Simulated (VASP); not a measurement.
Mg2SO:

```
O Mg S
1.0
     3.67487    0.00000    0.00000
     0.00000    3.67487    0.00000
     0.00000    0.00000    4.88397
O Mg S
1 2 1
Direct
  0.00000 0.00000 0.00000
  0.00000 0.50000 0.81132
  0.50000 0.00000 0.18868
  0.50000 0.50000 0.50000
```

The cell was built by a generator and needn't be a form met in nature.

Base run:

| Property | Result |
| --- | --- |
| Program | VASP 6.6.1 |
| Functional | PBEsol |
| Potentials or basis | VASP PAW PBE potentials, release 64 (O, Mg, S) |
| Cutoff | 520 eV |
| k mesh | 6 × 6 × 4 |
| Occupations | gaussian, width 0.01 eV |
| Spin | no spin polarisation |

Its results: band gap on the k mesh 1.50 eV, indirect (least direct gap 1.65 eV); pressure -0.3 GPa; largest force 0.035 eV/Å.

**Question.** The run is repeated on the same cell with these changes: functional from PBEsol to HSE06; k mesh from 6 × 6 × 4 to 4 × 4 × 2. What comes out?

**Answer.** Band gap on the k mesh 2.64 eV, indirect (least direct gap 2.82 eV); pressure -0.2 GPa; largest force 0.047 eV/Å.

Several settings changed at once, so the effect can't be laid on one alone.

Caveats: some runs use coarse meshes; the PAW data sets were made with another functional, which shifts forces and pressure a little.

A k mesh can miss the band edges.
